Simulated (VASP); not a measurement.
Runs of VASP 6.6.1 on Cr2O3 (Eskolaite). The structure is trigonal, space group R-3c (No. 167). Conventional cell: a = 5.034 Å, b = 5.034 Å, c = 13.610 Å, α = 90.00°, β = 90.00°, γ = 120.00°. Cr (site symmetry 3) has 6 O at 1.98 to 2.04 Å as nearest neighbours. O (site symmetry 2) is surrounded by 4 Cr at 1.98 to 2.04 Å. 

```tsv
task	cell	cutoff (eV)	k mesh for the DOS	occupations for the DOS	gap on the mesh (eV)	pressure (GPa)	moment (μB)
relaxation of cell and atoms	relaxed	600	-	-	0.91	0.0	12.00
band structure	R-3c, 9.95 Å³/atom	520	-	-	0.91	(a)	12.00
density of states	R-3c, 9.95 Å³/atom	520	14 × 14 × 14	tetrahedron	-	-	12.00
single point	R-3c, 9.64 Å³/atom	600	-	-	0.58	7.8	12.00
```

Alike in all rows: level PBE; potentials or basis VASP PAW PBE potentials, release 64 (Cr_pv, O); spin collinear, ferromagnetic start; k mesh 9 × 9 × 9; smearing methfessel-paxton 0.1 eV.

Fill in the values left out.

(a) 0.3.

Caveats: only a ferromagnetic start was run, and an antiferromagnetic order may lie lower in energy; an odd mesh through Γ misses points on the zone boundary, where band edges often lie (some runs).
